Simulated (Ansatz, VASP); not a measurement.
# Cross-check of SrTiO3 between VASP and Ansatz, part 2 of 2

Aim: how closely do two programs agree when they are given the same cell, functional and k mesh? The cell is the relaxed one of a volume series.

VASP 6.6.1 and Ansatz 0.2.0.

So far. Step 3 (Ansatz: single point, LDA): The run ends at a pressure of -1.03 GPa.

## (6) VASP: single point, LDA, volume scaled by 0.98

Level of this step: LDA, no spin polarisation; plane waves and PAW (Sr_sv, Ti_sv, O) (VASP).

A single point gives forces, pressure and levels at one fixed geometry, so differences don't come from the geometry; what else differs is listed under the comparison. The cell compared in this pair holds 56.40 Å³, against 57.55 Å³ for the pair before.

The input asks for a relaxation, which ended at its first step since no free force or stress exceeded the threshold; so it serves as a single point.

INCAR

```
SYSTEM = SrTiO3
PREC = Accurate
ENCUT = 560
EDIFF = 1E-07
NELM = 100
ISMEAR = 0
SIGMA = 0.03
LREAL = .FALSE.
ALGO = Normal
GGA = CA
NBANDS = 26
LASPH = .TRUE.
LORBIT = 11
LWAVE = .FALSE.
LCHARG = .FALSE.
KPAR = 8
IBRION = 2
NSW = 50
ISIF = 4
EDIFFG = -0.003
```

POSCAR

```
SrTiO3
1.0
    3.8348878631      0.0000000000      0.0000000000
    0.0000000000      3.8348878631      0.0000000000
    0.0000000000      0.0000000000      3.8348878631
Sr Ti O
1 1 3
Direct
    0.5000000000      0.5000000000      0.5000000000
    0.0000000000      0.0000000000      0.0000000000
    0.5000000000      0.0000000000      0.0000000000
    0.0000000000      0.5000000000      0.0000000000
    0.0000000000      0.0000000000      0.5000000000
```

KPOINTS

```
Automatic mesh
0
Gamma
6 6 6
0 0 0
```

The projector-augmented-wave data sets are Sr_sv, Ti_sv and O (LDA family, release 64).

Command:

```sh
> mpirun -np 8 vasp_std
```

Numbers of over 12 decimals in the logs are rounded to 6 here.

What it wrote:

```text
[banner, memory and clock lines left out]
running    8 mpi-ranks, on    1 nodes
[...]
[... a notice as in an earlier step ...]

 LDA part: xc-table for (Slater(with rela. corr.)+CA(PZ))
 , standard interpolation
 POSCAR, INCAR and KPOINTS ok, starting setup
[...]
entering main loop
       N       E                     dE             d eps       ncg     rms          rms(c)
DAV:   1     0.439965978594E+03    0.43997E+03   -0.21951E+04  1040   0.178E+03
DAV:   2    -0.948179225172E+01   -0.44945E+03   -0.43654E+03  1176   0.476E+02
DAV:   3    -0.516517647756E+02   -0.42170E+02   -0.41945E+02  1228   0.144E+02
DAV:   4    -0.539469549458E+02   -0.22952E+01   -0.22927E+01  1718   0.291E+01
[...]
DAV:  15    -0.441625280562E+02    0.29685E-05   -0.36664E-05  1478   0.453E-02    0.131E-02
DAV:  16    -0.441625272913E+02    0.76488E-06   -0.47337E-06  1324   0.271E-02    0.134E-03
DAV:  17    -0.441625273226E+02   -0.31276E-07   -0.16666E-07   992   0.348E-03
   1 F= -.44162527E+02 E0= -.44162527E+02  d E =-.441625E+02
[...]
reached required accuracy - stopping structural energy minimisation
```

From OUTCAR (step 6):

```text
  Total        1.4895024      1.4895024      1.4895024      0.0000000      0.0000000     -0.0000000
  in kB       42.3149464     42.3149464     42.3149464      0.0000000      0.0000000     -0.0000000
  external PRESSURE =      42.3149464 kB  Pullay stress =       0.0000000 kB

 POSITION                                       TOTAL-FORCE (eV/Angst)
 -----------------------------------------------------------------------------------
      1.91744      1.91744      1.91744         0.000000      0.000000      0.000000
      0.00000      0.00000      0.00000         0.000000      0.000000      0.000000
      1.91744      0.00000      0.00000         0.000000      0.000000      0.000000
      0.00000      1.91744      0.00000         0.000000      0.000000      0.000000
      0.00000      0.00000      1.91744         0.000000      0.000000      0.000000
 -----------------------------------------------------------------------------------
    total drift:                                0.000000     -0.000000      0.000000

  FREE ENERGIE OF THE ION-ELECTRON SYSTEM (eV)
  ---------------------------------------------------
  free  energy   TOTEN  =       -44.1625273226 eV

  energy  without entropy=      -44.1625273226  energy(sigma->0) =      -44.16252732

[... 2 parts as in an earlier step ...]

[... 2 further parts left out ...]
[key lines of the parts left out:]
E-fermi :   4.5316
```

## (7) Ansatz: single point, LDA, volume scaled by 0.98

The same cell, functional (in two slightly different forms), mesh and smearing now go to Ansatz, which takes its cutoff from its data sets.

The cell is a member of a volume series, scaled by 0.98 from a relaxed one, so a pressure remains.

input.yaml

```yaml
crystal:
  lattice:
    - [3.83488786, 0.0, 0.0]
    - [0.0, 3.83488786, 0.0]
    - [0.0, 0.0, 3.83488786]
  atoms:
    - { symbol: Sr, position: [0.5, 0.5, 0.5] }
    - { symbol: Ti, position: [0.0, 0.0, 0.0] }
    - { symbol: O, position: [0.5, 0.0, 0.0] }
    - { symbol: O, position: [0.0, 0.5, 0.0] }
    - { symbol: O, position: [0.0, 0.0, 0.5] }
hamiltonian:
  xc: lda
  pseudopotentials: { kind: paw }
kpoints:
  mp_grid: { grid: [6, 6, 6] }
scf:
  occupations: { method: gaussian, width: 0.03 }
  n_extra_bands: 5
output:
  forces: true
  stress: true
  eigenvalues: true
```

Command:

```sh
> ansatz run input.yaml --threads 2 --pin off --max-ram 4608MiB --backend cpu --events-out ev --progress --plain --runs-dir out
```

What it wrote:

```text
[...]
Crystal: 5 atoms, lattice volume = 56.397 Å³
Basis set: ecut = 420 eV, 1141 PW (Γ)
Bands: 25, of which v1, the nominal top of the filled ones, is band 20 counted from 1 (19 counted from 0)
Symmetry: 48 space group operations
[...]
k-points: 20 of 216
[...]
k-point 0: bands = [... 16 lower, 9.1086, 10.0843, 10.0843, 10.0843, 12.2696, 12.2696, 12.2696, 15.1425, ... 1 higher]
  k-point 1: bands = [... 16 lower, 8.8447, 9.2722, 9.9229, 9.9229, 12.3176, 12.9178, 12.9178, 15.1754, ... 1 higher]
  k-point 2: bands = [... 16 lower, 8.1724, 8.3905, 9.7455, 9.7455, 12.4178, 13.9664, 13.9664, 15.1956, ... 1 higher]
  k-point 19: bands = [... 16 lower, 6.4782, 10.3929, 10.3929, 10.3929, 15.2009, 15.2009, 15.2009, 17.5050, ... 1 higher]
[key lines of the parts left out:]
SCF converged after 6 iterations
Free energy (F): -7569.416318 eV
Fermi energy:    11.331248 eV
P = ⅓ Tr σ = 3.1403 GPa (31.403 kbar)
```

It took 1.9 s on 2 threads of Arm Neoverse N1, shared host; peak memory 0.32 GiB.

The run ends at a pressure of 3.14 GPa.

## (8) Differences

Both answers:

| quantity | Ansatz | VASP | difference |
| --- | --- | --- | --- |
| pressure (GPa) | 3.14 | 4.23 | -1.09 |
| pressure without Ansatz's Pulay correction (GPa) | 2.30 | 4.23 | -1.94 |
| gap on the k mesh (eV) | 1.877 | 1.839 | +0.037 |

A gap on the mesh is an upper bound, since the band edges may lie between its points. Ansatz's pressure holds a Pulay correction of 0.84 GPa; VASP's holds none.

## (9) Further runs

Further runs change the set-up of one program: Ansatz's method, potentials or start, or VASP's data sets, cutoff or form of LDA. The table gives Ansatz less VASP for each quantity, since a change that brings one quantity closer may part another.

| run | pressure (GPa) | gap on the k mesh (eV) | pressure without Ansatz's Pulay correction (GPa) |
| --- | --- | --- | --- |
| as above | -1.1 | 0.037 | -1.9 |
| cores kept as stored | -0.87 | 0.034 | -1.6 |
| Ansatz's all-electron LAPW method | -0.95 | 0.031 |  |
| Ansatz's larger PAW set (cutoff 910 eV) | -0.93 | 0.031 | -1.00 |
| norm-conserving potentials (cutoff 1143 eV) | -1.4 | 0.062 |  |

## (10) VASP: dielectric response, LDA, volume scaled by 0.9

The response to a field tests empty states and converges slowly with the mesh. The cell compared in this pair holds 51.79 Å³, against 56.40 Å³ for the pair before.

Changes to INCAR since step 6:

```diff
@@ -3,3 +3,3 @@
 ENCUT = 560
-EDIFF = 1E-07
+EDIFF = 1E-08
 NELM = 100
@@ -16,5 +16,3 @@
 KPAR = 8
-IBRION = 2
-NSW = 50
-ISIF = 4
-EDIFFG = -0.003
+LEPSILON = .TRUE.
+LPEAD = .TRUE.
```

Changes to POSCAR since step 6:

```diff
@@ -2,5 +2,5 @@
 1.0
-    3.8348878631      0.0000000000      0.0000000000
-    0.0000000000      3.8348878631      0.0000000000
-    0.0000000000      0.0000000000      3.8348878631
+    3.7275614678      0.0000000000      0.0000000000
+    0.0000000000      3.7275614678      0.0000000000
+    0.0000000000      0.0000000000      3.7275614678
 Sr Ti O
```

KPOINTS

```
Automatic mesh
0
Gamma
8 8 8
0 0 0
```

Command:

```sh
> mpirun -np 8 vasp_std
```

What it wrote:

```text
[... set-up lines as in an earlier step ...]
 entering main loop
       N       E                     dE             d eps       ncg     rms          rms(c)
DAV:   1     0.449130063988E+03    0.44913E+03   -0.22347E+04  1820   0.180E+03
DAV:   2    -0.967718607414E+01   -0.45881E+03   -0.44389E+03  2098   0.482E+02
DAV:   3    -0.509469207826E+02   -0.41270E+02   -0.40996E+02  2086   0.145E+02
DAV:   4    -0.532206277562E+02   -0.22737E+01   -0.22715E+01  3104   0.289E+01
[...]
DAV:  16    -0.437343730644E+02    0.36739E-06   -0.23107E-06  2394   0.164E-02    0.160E-03
DAV:  17    -0.437343730819E+02   -0.17541E-07   -0.12462E-07  2428   0.276E-03    0.747E-04
DAV:  18    -0.437343730744E+02    0.74879E-08   -0.63069E-08  2044   0.205E-03
   1 F= -.43734373E+02 E0= -.43734373E+02  d E =-.744383E-48
 Linear response reoptimize wavefunctions to high precision
DAV:   1    -0.437343730744E+02    0.47294E-10   -0.34590E-09  1354   0.561E-04
DAV:   2    -0.437343730744E+02    0.37289E-10   -0.39728E-10  1164   0.174E-04
 Linear response to external field (no local field effect), progress :
[...]
RMM:  35    -0.777078036305E+00    0.18088E-07   -0.12574E-06  5717   0.123E-03    0.349E-04
RMM:  36    -0.777078301683E+00   -0.26538E-06   -0.13636E-06  5645   0.121E-03    0.319E-04
 change of polarisation eV/A/(eV/A) component  2 :    -0.233     1.498    -0.220
 dielectric tensor                  component  2 :    -0.815     6.234    -0.768
 Linear response to external field, progress :
  Direction:   3
       N       E                     dE             d eps       ncg     rms          rms(c)
RMM:   1    -0.724664787911E+00   -0.72466E+00   -0.24378E+00  4834   0.892E+00
RMM:   2    -0.767101484358E+00   -0.42437E-01   -0.11486E-01  5607   0.177E+00    0.135E+00
RMM:   3    -0.756333128460E+00    0.10768E-01   -0.58482E-02  6687   0.128E+00    0.835E-01
RMM:   4    -0.768783497110E+00   -0.12450E-01   -0.30005E-02  7426   0.101E+00    0.263E-01
[...]
RMM:  16    -0.777041861506E+00   -0.77775E-05   -0.18524E-05  9053   0.581E-03    0.356E-03
RMM:  17    -0.777043341608E+00   -0.14801E-05   -0.12994E-05  9132   0.470E-03    0.376E-03
RMM:  18    -0.777047867289E+00   -0.45257E-05   -0.11697E-05  8810   0.400E-03    0.356E-03
 change of polarisation eV/A/(eV/A) component  3 :    -0.176    -0.277     1.498
 dielectric tensor                  component  3 :    -0.616    -0.967     6.234
 Born effective charges drift removed
```

OUTCAR, selected parts (step 10):

```text
  Total        8.6090273      8.6090273      8.6090273      0.0000000     -0.0000000      0.0000000
  in kB      266.3116876    266.3116876    266.3116876      0.0000000     -0.0000000      0.0000000
  external PRESSURE =     266.3116876 kB  Pullay stress =       0.0000000 kB

 POSITION                                       TOTAL-FORCE (eV/Angst)
 -----------------------------------------------------------------------------------
      1.86378      1.86378      1.86378         0.000000      0.000000      0.000000
      0.00000      0.00000      0.00000         0.000000      0.000000      0.000000
      1.86378      0.00000      0.00000         0.000000      0.000000      0.000000
      0.00000      1.86378      0.00000         0.000000      0.000000      0.000000
      0.00000      0.00000      1.86378         0.000000      0.000000      0.000000
 -----------------------------------------------------------------------------------
    total drift:                                0.000000     -0.000000      0.000000

 MACROSCOPIC STATIC DIELECTRIC TENSOR (including local field effects in DFT)
 ------------------------------------------------------
           6.234127     0.000000     0.000000
           0.000000     6.234127     0.000000
           0.000000     0.000000     6.234127
 ------------------------------------------------------

[... 2 further parts left out ...]
```

The scan keeps the cell's shape and the fractional positions fixed.

## (11) Ansatz: dielectric response, LDA, volume scaled by 0.9

The same cell, functional (in two slightly different forms) and mesh now go to Ansatz, which takes its cutoff from its data sets.

The cell is a member of a volume series, scaled by 0.9 from a relaxed one, so a pressure remains.

input.yaml

```yaml
crystal:
  lattice:
    - [3.7275614678, 0.0, 0.0]
    - [0.0, 3.7275614678, 0.0]
    - [0.0, 0.0, 3.7275614678]
  atoms:
    - { symbol: Sr, position: [0.5, 0.5, 0.5] }
    - { symbol: Ti, position: [0.0, 0.0, 0.0] }
    - { symbol: O, position: [0.5, 0.0, 0.0] }
    - { symbol: O, position: [0.0, 0.5, 0.0] }
    - { symbol: O, position: [0.0, 0.0, 0.5] }
hamiltonian:
  xc: lda
  pseudopotentials: { kind: paw }
kpoints:
  mp_grid: { grid: [8, 8, 8] }
scf:
  occupations: { method: fixed }
dielectric:
  method: response
```

Command:

```sh
> ansatz run input.yaml --threads 2 --pin off --max-ram 4608MiB --backend cpu --events-out ev --progress --plain --runs-dir out
```

What it wrote:

```text
[...]
Crystal: 5 atoms, lattice volume = 51.793 Å³
Basis set: ecut = 420 eV, 1021 PW (Γ), exchange–correlation on 50×50×50 points (8 copies of the dense FFT grid, shifted against one another)
Bands: 25, of which v1, the nominal top of the filled ones, is band 20 counted from 1 (19 counted from 0)
Symmetry: 48 space group operations
k-points: 75 of 512 (irreducible under 8 space group operations, time reversal used)
[...]
site 2:
[...]
site 3:
[...]
-0.00000    0.00000   -2.10533
    site 4:
        -2.10533    0.00000    0.00000
        -0.00000   -2.10533    0.00000
        -0.00000   -0.00000   -5.67999
  Z* charge neutrality: 3.578e-3 e pre-enforcement
  solved inside a basis spanned on kpoints, on 8×8×8 k-points, its susceptibility summed on 12×12×12: ε∞ is read to err by 1.8e-2, Z* by 3.1e-2 e (field_mesh: kpoints solves on kpoints); Z* is corrected for what the basis lacks
[key lines of the parts left out:]
SCF converged after 8 iterations
Free energy (F): -7569.033186 eV
Fermi energy:    11.707922 eV
```

It took 54 s on 2 threads; peak memory 0.62 GiB.

## (12) Differences

What differs besides the data sets and the points named for the pairs above, as far as they apply: VASP's response is taken on the typed mesh, Ansatz refines its own for the field response alone. Total energies have different zeros and are not compared.

The two programs side by side:

| quantity | Ansatz | VASP | difference |
| --- | --- | --- | --- |
| ε∞ xx | 6.20 | 6.23 | -0.61 % |
| ε∞ yy | 6.20 | 6.23 | -0.61 % |
| ε∞ zz | 6.20 | 6.23 | -0.61 % |
| Born charge of Sr1 (mean of the diagonal) (e) | 2.59 | 2.59 | 0.00 |
| Born charge of Ti2 (mean of the diagonal) (e) | 7.30 | 7.34 | -0.04 |
| Born charge of O3 (mean of the diagonal) (e) | -3.30 | -3.31 | +0.01 |

## (13) Summary of results

```json
{
 "difference in pressure (single point, LDA)": "-1.0 GPa",
 "difference in pressure (single point, LDA, volume scaled by 0.98)": "-1.1 GPa",
 "difference in ε∞ xx (dielectric response, LDA, volume scaled by 0.9)": "-0.61 %"
}
```

What this shows: The difference in pressure is -1.1 GPa (single point, LDA, volume scaled by 0.98), beyond the 1 GPa picked in this series as the mark of a large difference. Single point, LDA, Ansatz's larger PAW set (cutoff 910 eV): the difference in pressure without Ansatz's Pulay correction goes from -1.8 to -0.94 GPa. Single point, LDA, norm-conserving potentials (cutoff 1143 eV): the difference in pressure goes from -1.0 to -1.3 GPa; the difference in gap on the k mesh goes from 0.036 to 0.061 eV. Single point, LDA, volume scaled by 0.98, Ansatz's larger PAW set (cutoff 910 eV): the difference in pressure without Ansatz's Pulay correction goes from -1.9 to -1.00 GPa. Single point, LDA, volume scaled by 0.98, norm-conserving potentials (cutoff 1143 eV): the difference in pressure goes from -1.1 to -1.4 GPa; the difference in gap on the k mesh goes from 0.037 to 0.062 eV. 3 further runs of this series are not shown here. How closely two codes agree says nothing of how well the functional describes the real material.

[Lines on the potential files, build, host, timing and source positions are cut from VASP's logs without a mark.]

[Logs are printed without paths, hosts, clocks, repeated set-up lines and the standing remarks that a program may print on its own settings, such as how far it seeks lower states.]

[Hosts, paths, dates, database ids (printed as entryN), source tags and the programs' standing remarks are cut or masked in the printed files.]
